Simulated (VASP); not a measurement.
# Ga8CN7 (a cell with a defect) in VASP: relaxation of the atoms with PBE

Aim: the relaxation of the atoms of Ga8CN7 (a cell with a defect) with PBE.

All numbers are computed with VASP 6.6.1; they aren't measurements. Logs are shortened: lines on timing, memory, paths and dates and some standing lists are left out, and cuts for length are marked.

## 1. The structure

The cell holds a defect, 16 atoms: a = 5.244 Å, b = 6.435 Å, c = 6.435 Å, α = 120.00°, β = 90.00°, γ = 90.00°.

## 2. Relaxation of the atoms, PBE

INCAR reads:

```
PREC     = Normal         # precision mode
ENCUT    = 450            # plane-wave cutoff, eV
EDIFF    = 1E-6           # SCF threshold, eV
ISMEAR   = 0              # smearing method
SIGMA    = 0.01           # smearing width, eV
LREAL    = Auto         
LASPH    = True           # aspherical terms in the spheres
NELM     = 80             # most SCF steps
ALGO     = Normal         # electronic algorithm
ISIF     = 2              # what is computed and relaxed
LWAVE    = False          # write WAVECAR
LCHARG   = False          # write CHGCAR
GGA      = PE             # functional
IBRION   = 2              # ionic algorithm
NSW      = 70             # ionic steps
EDIFFG   = -0.025         # ionic threshold
ICORELEVEL= 1            
NELECT   = 144.0        
KPAR     = 2
```

KPOINTS reads:

```
regular mesh
0
Gamma
  3 3 3
```

POSCAR reads:

```
Ga8CN7
1.0
    0.0000000000      0.0000000000      5.2440550000
   -3.2177240000     -5.5732640000      0.0000000000
    6.4354500000      0.0000000000      0.0000000000
Ga C N
8 1 7
Direct
    0.9991860000      0.1666665000      0.8333330000
    0.9991860000      0.1666665000      0.3333330000
    0.9991860000      0.6666665000      0.8333330000
    0.9991860000      0.6666665000      0.3333330000
    0.4991860000      0.3333335000      0.1666670000
    0.4991860000      0.3333335000      0.6666670000
    0.4991860000      0.8333335000      0.1666670000
    0.4991860000      0.8333335000      0.6666670000
    0.3758140000      0.1666665000      0.8333330000
    0.3758140000      0.1666665000      0.3333330000
    0.3758140000      0.6666665000      0.8333330000
    0.3758140000      0.6666665000      0.3333330000
    0.8758140000      0.3333335000      0.1666670000
    0.8758140000      0.3333335000      0.6666670000
    0.8758140000      0.8333335000      0.1666670000
    0.8758140000      0.8333335000      0.6666670000
```

Potentials or basis: VASP PAW PBE potentials, release 64 (Ga_d, C, N).

Launch:

```console
> cat potpaw_PBE.64/Ga_d/POTCAR potpaw_PBE.64/C/POTCAR potpaw_PBE.64/N/POTCAR > POTCAR
> mpirun -np 2 vasp_std > vasp.out
```

OUTCAR:

```text
PREC = Normal
   ENCUT = 450
   EDIFF = 1E-6
   ISMEAR = 0
   LREAL = Auto
   LASPH = True
   NELM = 80
   ISIF = 2
   GGA = PE
   IBRION = 2
   NSW = 70
   EDIFFG = -0.025
   NELECT = 144.0

 ion  position               nearest neighbor table
   1  0.999  0.167  0.833-  14 1.97  16 1.97  13 1.97   9 1.98
   2  0.999  0.167  0.333-  13 1.97  15 1.97  14 1.97  10 1.98
   3  0.999  0.667  0.833-  16 1.97  14 1.97  15 1.97  11 1.98
   4  0.999  0.667  0.333-  15 1.97  13 1.97  16 1.97  12 1.98
   5  0.499  0.333  0.167-  10 1.97  12 1.97   9 1.97  13 1.98
   6  0.499  0.333  0.667-   9 1.97  11 1.97  10 1.97  14 1.98
[... 8 lines left out ...]
  15  0.876  0.833  0.167-   4 1.97   2 1.97   3 1.97   7 1.98
  16  0.876  0.833  0.667-   3 1.97   1 1.97   4 1.97   8 1.98

  LATTYP: Found a hexagonal cell.
 ALAT       =     6.4354502060
 C/A-ratio  =     0.8148699519

  Lattice vectors:

 A1 = (  -3.2177240000,  -5.5732640000,   0.0000000000)
 A2 = (   6.4354500000,   0.0000000000,   0.0000000000)
 A3 = (   0.0000000000,   0.0000000000,   5.2440550000)

Analysis of symmetry for initial positions (statically):
=====================================================================
 Subroutine PRICEL returns:
 Original cell was already a primitive cell.

 Routine SETGRP: Setting up the symmetry group for a
 hexagonal supercell.

 Subroutine GETGRP returns: Found  6 space group operations
 (whereof  2 operations were pure point group operations)
 out of a pool of 24 trial point group operations.

The static configuration has the point symmetry C_1h.
 The point group associated with its full space group is C_3v.

Analysis of symmetry for dynamics (positions and initial velocities):
=====================================================================
 Subroutine PRICEL returns:
 Original cell was already a primitive cell.

 Routine SETGRP: Setting up the symmetry group for a
 hexagonal supercell.

 Subroutine GETGRP returns: Found  6 space group operations
 (whereof  2 operations were pure point group operations)
 out of a pool of 24 trial point group operations.

The dynamic configuration has the point symmetry C_1h.
 The point group associated with its full space group is C_3v.

 Subroutine INISYM returns: Found  6 space group operations
 (whereof  2 operations are pure point group operations),
 and found     1 'primitive' translations

----------------------------------------------------------------------------------------

                                     Primitive cell

  volume of cell :     188.0857

  direct lattice vectors                    reciprocal lattice vectors
     0.000000000  0.000000000  5.244055000     0.000000000  0.000000000  0.190692127
    -3.217724000 -5.573264000  0.000000000     0.000000000 -0.179428069  0.000000000
     6.435450000  0.000000000  0.000000000     0.155389289 -0.089714007  0.000000000

  length of vectors
     5.244055000  6.435450206  6.435450000     0.190692127  0.179428069  0.179428075

  position of ions in fractional coordinates (direct lattice)
     0.999186000  0.166666500  0.833333000
     0.999186000  0.166666500  0.333333000
     0.999186000  0.666666500  0.833333000
     0.999186000  0.666666500  0.333333000
     0.499186000  0.333333500  0.166667000
     0.499186000  0.333333500  0.666667000
[... 8 lines left out ...]
     0.875814000  0.833333500  0.166667000
     0.875814000  0.833333500  0.666667000

  ion indices of the primitive-cell ions
   primitive index   ion index
                 1           1
                 2           2
                 3           3
                 4           4
                 5           5
                 6           6
[... 8 lines left out ...]
                15          15
                16          16

----------------------------------------------------------------------------------------

 KPOINTS: regular mesh

Automatic generation of k-mesh.
 Grid dimensions read from file:
 generate k-points for:    3    3    3

 Generating k-lattice:

  Cartesian coordinates                     Fractional coordinates (reciprocal lattice)
     0.000000000  0.000000000  0.063564042     0.333333333  0.000000000  0.000000000
     0.000000000 -0.059809356  0.000000000     0.000000000  0.333333333  0.000000000
     0.051796430 -0.029904669  0.000000000     0.000000000 -0.000000000  0.333333333

  Length of vectors
     0.063564042  0.059809356  0.059809358

  Shift w.r.t. Gamma in fractional coordinates (k-lattice)
     0.000000000  0.000000000  0.000000000

 Subroutine IBZKPT returns following result:
 ===========================================

 Found      7 irreducible k-points:

 Following reciprocal coordinates:
            Coordinates               Weight
  0.000000  0.000000  0.000000      1.000000
  0.333333  0.000000  0.000000      2.000000
  0.000000  0.333333  0.000000      6.000000
  0.333333  0.333333  0.000000      6.000000
  0.333333 -0.000000  0.333333      6.000000
  0.000000  0.333333  0.333333      2.000000
  0.333333  0.333333  0.333333      4.000000
   k-points           NKPTS =      7   k-points in BZ     NKDIM =      7   number of bands    NBANDS=     86
   number of dos      NEDOS =    301   number of ions     NIONS =     16
   total plane-waves  NPLWV =  36288
   dimension x,y,z NGX =    28 NGY =   36 NGZ =   36
   dimension x,y,z NGXF=    56 NGYF=   72 NGZF=   72
   ions per type =               8   1   7
   NGX,Y,Z   is equivalent  to a cutoff of   8.88,  9.30,  9.30 a.u.
   NGXF,Y,Z  is equivalent  to a cutoff of  17.75, 18.60, 18.60 a.u.
 SYSTEM =  unknown system
   PREC   = normal    normal or accurate (medium, high low for compatibility)
   ISTART =      0    job   : 0-new  1-cont  2-samecut
   ICHARG =      2    charge: 1-file 2-atom 10-const
   ISPIN  =      1    spin polarized calculation?
   LNONCOLLINEAR =      F non collinear calculations
   LSORBIT =      F    spin-orbit coupling
   LASPH  =      T    aspherical Exc in radial PAW
   ENCUT  =  450.0 eV  33.07 Ry    5.75 a.u.   9.07 11.13 11.13*2*pi/ulx,y,z
   NELM   =     80;   NELMIN=  2; NELMDL= -5     # of ELM steps
   EDIFF  = 0.1E-05   stopping-criterion for ELM
   LREAL  =      T    real-space projection
   EDIFFG = -.3E-01   stopping-criterion for IOM
   NSW    =     70    number of steps for IOM
   IBRION =      2    ionic relax: 0-MD 1-quasi-New 2-CG
   NFREE  =      1    steps in history (QN), initial steepest desc. (CG)
   ISIF   =      2    stress and relaxation
   ISYM   =      2    0-nonsym 1-usesym 2-fastsym
   POTIM  = 0.5000    time-step for ionic-motion
   TEBEG  =    0.0;   TEEND  =   0.0 temperature during run
   PSTRESS=    0.0 pullay stress
   NELECT =     144.0000    total number of electrons
   NUPDOWN=      -1.0000    fix difference up-down
   EMIN   =  10.00;   EMAX   =-10.00  energy-range for DOS
   EFERMI =   0.00;   METHOD = LEGACY
   ISMEAR =     0;   SIGMA  =   0.01  broadening in eV -4-tet -1-fermi 0-gaus
   EFERMI_NEDOS =   21; number of points for ismear=-14 and -15
   IALGO  =     38    algorithm
   IMIX   =      4    mixing-type and parameters
     AMIX     =   0.40;   BMIX     =  1.00
     AMIX_MAG =   1.60;   BMIX_MAG =  1.00
  volume/ion in A,a.u.               =      11.76        79.33
  Fermi-wavevector in a.u.,A,eV,Ry     =   1.497650  2.830149 30.517273  2.242956
  Thomas-Fermi vector in A             =   2.609511
   LORBIT       =      0    0 simple, 1 ext, 2 COOP (PROOUT), +10 PAW based schemes
   GGA     = PE    functional components
   LHFCALC =     F    Hartree Fock is set to
   AEXX    =    0.0000 exact exchange contribution
   IVDW    =     0    specifies the selected vdW correction
   LEPSILON=     F    determine dielectric tensor
   LRPA    =     F    only Hartree local field effects (RPA)
 conjugate gradient relaxation of ions
 non-spin polarized calculation
 Gauss-broadening in eV      SIGMA  =   0.01
  energy-cutoff  :      450.00
  volume of cell :      188.09
 maximum number of plane-waves:      4098
   NGX = 19   NGY = 23   NGZ = 23

--------------------------------------- Ionic step        1  -------------------------------------------

 number of electron     144.0000530 magnetization

 Free energy of the ion-electron system (eV)
  ---------------------------------------------------
  ext. energy  EPLUGINS =         0.00000000
  ---------------------------------------------------
  free energy    TOTEN  =       -89.39149261 eV

  energy without entropy =      -89.39149261  energy(sigma->0) =      -89.39149261

------------------------ aborting loop because EDIFF is reached ----------------------------------------

  FORCE on cell =-STRESS in cart. coord.  units (eV):
  Direction    XX          YY          ZZ          XY          YZ          ZX
  --------------------------------------------------------------------------------------
  -------------------------------------------------------------------------------------
  Total       12.6456533     12.6456570     12.8960927     -0.0000023      0.0000000     -0.0000000
  in kB      107.7199344    107.7199659    109.8532616     -0.0000193      0.0000000     -0.0000000
  external PRESSURE =     108.4310539 kB  Pullay stress =       0.0000000 kB
[... 131 lines left out ...]
  FREE ENERGIE OF THE ION-ELECTRON SYSTEM (eV)
  ---------------------------------------------------
  free  energy   TOTEN  =       -89.4776064404 eV

  energy  without entropy=      -89.4776064404  energy(sigma->0) =      -89.47760644

[... ionic steps 4 to 8 ...]

--------------------------------------- Ionic step        9  -------------------------------------------

 number of electron     144.0000262 magnetization

------------------------ aborting loop because EDIFF is reached ----------------------------------------

  FORCE on cell =-STRESS in cart. coord.  units (eV):
  Direction    XX          YY          ZZ          XY          YZ          ZX
  --------------------------------------------------------------------------------------
  -------------------------------------------------------------------------------------
  Total       12.6745227     12.6745264     12.8594690     -0.0000023      0.0000000     -0.0000000
  in kB      107.9658536    107.9658852    109.5412884     -0.0000194      0.0000000     -0.0000000
  external PRESSURE =     108.4910091 kB  Pullay stress =       0.0000000 kB
[... 85 lines left out ...]
  energy  without entropy=      -89.4791626886  energy(sigma->0) =      -89.47916269

--------------------------------------- Ionic step       11  -------------------------------------------

 number of electron     144.0000262 magnetization

 Free energy of the ion-electron system (eV)
  ---------------------------------------------------
  ext. energy  EPLUGINS =         0.00000000
  ---------------------------------------------------
  free energy    TOTEN  =       -89.47921929 eV

  energy without entropy =      -89.47921929  energy(sigma->0) =      -89.47921929

 the core state eigenenergies are
   1-  1s -10217.1116  2s  -1250.5490  2p  -1087.0026  3s   -136.8387  3p    -87.5843

   2-  1s -10217.4718  2s  -1250.8929  2p  -1087.3469  3s   -137.2357  3p    -87.9837

   3-  1s -10217.4718  2s  -1250.8929  2p  -1087.3469  3s   -137.2357  3p    -87.9837

   4-  1s -10217.4718  2s  -1250.8929  2p  -1087.3469  3s   -137.2357  3p    -87.9837

   5-  1s -10216.9541  2s  -1250.4077  2p  -1086.8592  3s   -136.7139  3p    -87.4605

   6-  1s -10216.9541  2s  -1250.4076  2p  -1086.8592  3s   -136.7139  3p    -87.4605
[... 5 lines left out ...]
   9-  1s   -257.6456
  10-  1s   -370.1114
  11-  1s   -370.1114
  12-  1s   -370.1114
  13-  1s   -370.1407
  14-  1s   -370.1407
  15-  1s   -370.4369
  16-  1s   -370.1407

 E-fermi :   5.7595     XC(G=0): -11.5985

 val. band max:        5.7094301973   @ k =   0.0000   0.0000   0.0000
 cond. band min:       7.0738980455   @ k =   0.0000   0.0000   0.0000
 fundamental gap:      1.3644678482
 Fermi energy:         5.7594755022

 k-point     1 :       0.0000    0.0000    0.0000
  band No.  band energies     occupation
      1     -10.6791      2.00000
      2      -9.9751      2.00000
      3      -9.9299      2.00000
      4      -9.9299      2.00000
      5      -9.9135      2.00000
      6      -9.7765      2.00000
[... 598 lines left out ...]
     83      12.1727      0.00000
     84      12.5694      0.00000
 [bands above 84 left out]

------------------------ aborting loop because EDIFF is reached ----------------------------------------

  FORCE on cell =-STRESS in cart. coord.  units (eV):
  Direction    XX          YY          ZZ          XY          YZ          ZX
  --------------------------------------------------------------------------------------
  -------------------------------------------------------------------------------------
  Total       12.6731652     12.6731689     12.8676687     -0.0000023      0.0000000     -0.0000000
  in kB      107.9542896    107.9543212    109.6111363     -0.0000194      0.0000000     -0.0000000
  external PRESSURE =     108.5065824 kB  Pullay stress =       0.0000000 kB
[... 31 lines left out ...]
  FREE ENERGIE OF THE ION-ELECTRON SYSTEM (eV)
  ---------------------------------------------------
  free  energy   TOTEN  =       -89.4792192869 eV

  energy  without entropy=      -89.4792192869  energy(sigma->0) =      -89.47921929

 reached required accuracy - stopping structural energy minimisation
```

Run time: 4.4 min. Hardware: 2 MPI ranks of Intel Xeon Platinum 8488C (Sapphire Rapids), shared host; peak memory 0.22 GiB.

Results:

| Property | Result |
| --- | --- |
| Free energy | -89.4792 eV |
| Energy gained by relaxing | 5.5 meV/atom |
| Ionic steps | 11 |
| Largest force after relaxing | 0.011 eV/Å |
| Band gap on the k mesh | 1.36 eV, direct |

Forces in eV/Å, atoms in the order of the input:
```
Ga   0.000  0.000 -0.002
Ga   0.000  0.004  0.003
Ga   0.003 -0.002  0.003
Ga  -0.003 -0.002  0.003
Ga   0.001 -0.001 -0.003
Ga  -0.001 -0.001 -0.003
Ga   0.000  0.000  0.009
Ga   0.000  0.001 -0.003
C    0.000  0.000 -0.011
N    0.000  0.003  0.003
N    0.003 -0.001  0.003
N   -0.003 -0.001  0.003
N    0.002 -0.001 -0.002
N   -0.002 -0.001 -0.002
N    0.000  0.000  0.000
N    0.000  0.002 -0.002
```

The path:
```
step  energy change (eV)  largest force (eV/Å)  pressure (GPa)
   1              0.0000                0.9365           10.84
   2             -0.0748                0.3791           10.93
   3             -0.0861                0.0874           10.85
   4             -0.0874                0.0596           10.85
   5             -0.0875                0.0717           10.85
   6             -0.0877                0.0283           10.84
   7             -0.0877                0.0296           10.85
   8             -0.0877                0.0329           10.85
   9             -0.0877                0.0313           10.85
  10             -0.0877                0.0317           10.85
  11             -0.0877                0.0109           10.85
```

Final structure:
```xyz
16
Lattice="0.0000 0.0000 5.2441 -3.2177 -5.5733 0.0000 6.4355 0.0000 0.0000" Properties=species:S:1:pos:R:3 pbc="T T T"
Ga    4.8266   -0.9289    0.0162
Ga    1.6089   -0.9415    0.0071
Ga    3.2068   -3.7092    0.0071
Ga    0.0110   -3.7092    0.0071
Ga   -0.0277   -1.8418    2.6062
Ga    3.2454   -1.8418    2.6062
Ga   -1.6089   -4.6444    2.6047
Ga    1.6089   -4.6763    2.6062
C     4.8266   -0.9289    1.9668
N     1.6089   -0.9318    1.9752
N     3.2152   -3.7140    1.9752
N     0.0026   -3.7140    1.9752
N     0.0189   -1.8687    4.5868
N     3.1988   -1.8687    4.5868
N    -1.6089   -4.6444    4.5947
N     1.6089   -4.6226    4.5868
```

Levels at points of the mesh, in eV from the valence-band top:
| k point | band 70 | band 71 | band 72 | band 73 | band 74 | band 75 |
| --- | --- | --- | --- | --- | --- | --- |
| (0.00, 0.00, 0.00) | -0.34 | 0.00 | 0.00 | 1.36 | 3.43 | 4.16 |

Core levels (eV, on the scale of the bands):
| atom | levels |
| --- | --- |
| 1 Ga | 1s -10217.1, 2s -1250.5, 2p -1087.0, 3s -136.8, 3p -87.6 |
| 2 Ga | 1s -10217.5, 2s -1250.9, 2p -1087.3, 3s -137.2, 3p -88.0 |
| 3 Ga | 1s -10217.5, 2s -1250.9, 2p -1087.3, 3s -137.2, 3p -88.0 |
| 4 Ga | 1s -10217.5, 2s -1250.9, 2p -1087.3, 3s -137.2, 3p -88.0 |
| 5 Ga | 1s -10217.0, 2s -1250.4, 2p -1086.9, 3s -136.7, 3p -87.5 |
| 6 Ga | 1s -10217.0, 2s -1250.4, 2p -1086.9, 3s -136.7, 3p -87.5 |

Caveat: the cell is charged against a uniform background, so pressure and absolute levels hang on convention; the cutoff is under 1.25 times the usual one of these potentials, so pressure, stress and relaxed cells hold a basis-set (Pulay) error.
